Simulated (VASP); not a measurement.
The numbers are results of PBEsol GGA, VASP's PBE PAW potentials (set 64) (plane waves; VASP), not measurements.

VASP ran on this input.

### KPOINTS
```
Automatic mesh
0
gamma
4 4 7
```

**INCAR**
```
SYSTEM = CdMg3Te4
PREC = Accurate
ENCUT = 400
EDIFF = 1E-7
NELM = 100
ALGO = Normal
LREAL = .FALSE.
LASPH = .TRUE.
ISMEAR = -5
GGA = PS
LMAXMIX = 4
LWAVE = .FALSE.
LCHARG = .TRUE.
LORBIT = 11
NEDOS = 601
ISIF = 2
```

### POSCAR
```
CdMg3Te4
1.0
  0.0018721186   6.4512425980   6.4470089955
  6.4512425980   0.0018721186   6.4470089955
  3.2265573583   3.2265573583   0.0000000000
Mg Te Cd
3 4 1
direct
  0.0004701650   0.0004701650   0.9990596699
  0.0009817790   0.4990317865   0.9999864345
  0.4990317865   0.0009817790   0.9999864345
  0.1249408111   0.1249408111   0.2501183777
  0.1216980409   0.6261065872   0.2521953718
  0.6261065872   0.1216980409   0.2521953718
  0.6271006219   0.6271006219   0.2457987561
  0.4996702082   0.4996702082   0.0006595835
```

POTCAR, in this order: Mg Te Cd (PBE.64 set). Program: vasp_std.

Unless said otherwise, spin-orbit coupling is left out, though it shifts the bands of the heavy elements here.

Problem. Estimate the energy per atom (σ→0), band gap (on the k-mesh).

Solution. 
| Quantity | Result |
|---|---|
| energy per atom (σ→0) | -3269 meV/atom |
| band gap (on the k-mesh) | 1.70 eV |

File OSZICAR:
```
...
DAV:   9    -0.261533537827E+02   -0.78535E-03   -0.50331E-03  2312   0.657E-01    0.197E-01
DAV:  10    -0.261534077751E+02   -0.53992E-04   -0.17523E-03  2160   0.334E-01    0.811E-02
DAV:  11    -0.261534798421E+02   -0.72067E-04   -0.19459E-04  2338   0.832E-02    0.227E-02
DAV:  12    -0.261534951035E+02   -0.15261E-04   -0.34537E-05  2292   0.454E-02    0.116E-02
DAV:  13    -0.261535035811E+02   -0.84777E-05   -0.14092E-05  2052   0.235E-02    0.270E-03
DAV:  14    -0.261535039091E+02   -0.32797E-06   -0.73936E-07  2552   0.415E-03    0.196E-03
DAV:  15    -0.261535039656E+02   -0.56467E-07   -0.24176E-07  1776   0.214E-03
   1 F= -.26153504E+02 E0= -.26153504E+02  d E =0.000000E+00
```

The structure was generated: CdMg3Te4 was put into an ordered model structure (Amm2), which need not be its known phase. It was relaxed first.
